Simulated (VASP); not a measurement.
```
CELL_PARAMETERS angstrom
      5.13834     0.00000     0.00000
     -2.56917     4.44993     0.00000
      0.00000     0.00000     5.19454
ATOMIC_POSITIONS crystal
  K  0.33333 0.66667 0.77824
  K  0.66667 0.33333 0.22176
  Pt 0.00000 0.00000 0.50000
  C  0.00000 0.00000 0.87789
  C  0.00000 0.00000 0.12211
```

Computed with LDA (Ceperley-Alder, Perdew-Zunger), VASP's LDA PAW potentials (set 64) (plane waves; VASP 6.6.1). Run with 400 eV cut-off, 6×6×5 Γ-centred mesh, Fermi-Dirac smearing of 0.010 eV, potentials K_sv Pt C.

Unless said otherwise, spin-orbit coupling is left out, though it shifts the bands of the heavy elements here.

**Question.** Give the energies of bands 10 to 21 at the high-symmetry points, in eV from the valence-band maximum.

**Answer.** 
```tsv
band	Γ	M	K	A	L	H
10	-6.48	-6.44	-6.44	-8.32	-8.23	-8.22
11	-5.18	-5.06	-5.04	-4.04	-4.19	-4.07
12	-2.88	-3.19	-3.01	-4.04	-3.95	-4.07
13	-2.88	-2.78	-3.01	-2.69	-2.52	-2.50
14	-2.55	-2.62	-2.55	-2.23	-1.75	-1.60
15	-2.55	-2.51	-2.55	-1.44	-1.40	-1.40
16	-2.40	-1.70	-1.48	-1.44	-1.33	-1.40
17	-1.43	-1.38	-1.42	0.00	-0.06	-0.08
18	-1.43	-1.32	-1.42	0.00	-0.04	-0.08
19	3.54	2.07	2.50	2.07	0.88	1.44
20	4.03	3.45	2.50	2.07	2.26	1.44
21	5.22	4.19	4.95	3.19	4.30	4.47
```

The gap is indirect, 0.88 eV, from the valence maximum at A to the conduction minimum at L.

The structure comes from a computed database's K2PtC2 entry (P-3m1); how it stands against other phases isn't given here. The cell was not relaxed at this level.
